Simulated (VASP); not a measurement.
Input:

```
CELL_PARAMETERS angstrom
      1.75254    -3.03549     0.00000
      1.75254     3.03549     0.00000
      0.00000     0.00000     5.93366
ATOMIC_POSITIONS crystal
  Ti 0.00000 0.00000 0.00000
  Se 0.33333 0.66667 0.26086
  Se 0.66667 0.33333 0.73914
```

Calculation: PBE GGA with D4 dispersion, VASP's PBE PAW potentials (set 64) (plane waves; VASP 6.6.1). Run with 520 eV cut-off, Gaussian smearing of 0.050 eV, potentials Ti_sv Se.

Task: Give the energies of bands 7 to 15 at the high-symmetry points, in eV from the Fermi level.

Result: 
```tsv
band	Γ	M	K	A	L	H
7	-5.54	-5.29	-4.41	-3.76	-5.36	-4.40
8	-2.29	-3.84	-4.05	-2.78	-4.73	-4.40
9	-2.29	-2.85	-4.05	-2.22	-2.80	-3.84
10	0.25	-2.84	-2.65	-2.22	-2.54	-3.30
11	0.45	-2.28	-2.65	0.27	-1.19	-2.12
12	0.45	-1.41	-2.42	0.27	-0.92	-2.12
13	0.54	0.03	1.15	0.44	-0.25	1.16
14	0.54	1.38	1.66	0.44	1.38	1.22
15	0.57	1.79	1.66	1.21	1.76	1.22
```

It has no gap at this level: it comes out as a metal or semimetal.

The compound is TiSe2 in the 1T layered structure. It was relaxed first.
